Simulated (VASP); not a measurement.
VASP input:

KPOINTS:
```
Automatic mesh
0
Gamma
6 6 6
0 0 0
```

**INCAR**
```
LSORBIT = .True.
GGA_COMPAT = .False.
LREAL = .False.
LMAXMIX = 4
ISMEAR = 0   ! Gaussian
ENCUT = 350   ! plane-wave cut-off (eV)
LWAVE = .True.
NELM = 100
LASPH = .True.   ! aspherical one-centre terms
LCHARG = .False.
EDIFF = 1E-6   ! SCF stop (eV)
SYSTEM = SrTe
SIGMA = 0.05
ALGO = Normal   ! blocked Davidson
GGA = PE   ! PBE
MAGMOM = 6*0
PREC = Accurate
```

File POSCAR:
```
SrTe
1
    0.0000000000     3.3621291394     3.3621291394
    3.3621291394     0.0000000000     3.3621291394
    3.3621291394     3.3621291394     0.0000000000
Sr Te
1 1
Direct
  0.0000000000   0.0000000000   0.0000000000
  0.5000000000   0.5000000000   0.5000000000
```

POTCAR, in this order: Sr_sv Te (PBE.64 set). Program: vasp_ncl.

Question: Write an equivalent input for Quantum ESPRESSO's pw.x.

Answer: One equivalent input (not run):
```
&CONTROL
  calculation = 'scf'
  pseudo_dir = './pseudo'
  outdir = './out'
  tprnfor = .true.
  tstress = .true.
/
&SYSTEM
  ibrav = 0
  nat = 2
  ntyp = 2
  ecutwfc = 80
  occupations = 'smearing'
  smearing = 'gaussian'
  degauss = 0.003675
  input_dft = 'pbe'
  noncolin = .true.
  lspinorb = .true.
/
&ELECTRONS
  conv_thr = 7.3e-08
  electron_maxstep = 100
/
ATOMIC_SPECIES
  Sr 87.620 Sr.upf
  Te 127.600 Te.upf
CELL_PARAMETERS angstrom
     0.0000000    3.3621291    3.3621291
     3.3621291    0.0000000    3.3621291
     3.3621291    3.3621291    0.0000000
ATOMIC_POSITIONS crystal
  Sr   0.0000000  0.0000000  0.0000000
  Te   0.5000000  0.5000000  0.5000000
K_POINTS automatic
  6 6 6 0 0 0
```
Limits of the translation: the potentials are each code's own (VASP's PAW set, PseudoDojo norm-conserving files, fully relativistic, in pw.x), so ENCUT and ecutwfc are chosen apart and not converted; conv_thr bounds pw.x's estimated SCF error, while EDIFF bounds the energy change between steps.

The compound is SrTe in the rock salt structure. It was relaxed first.
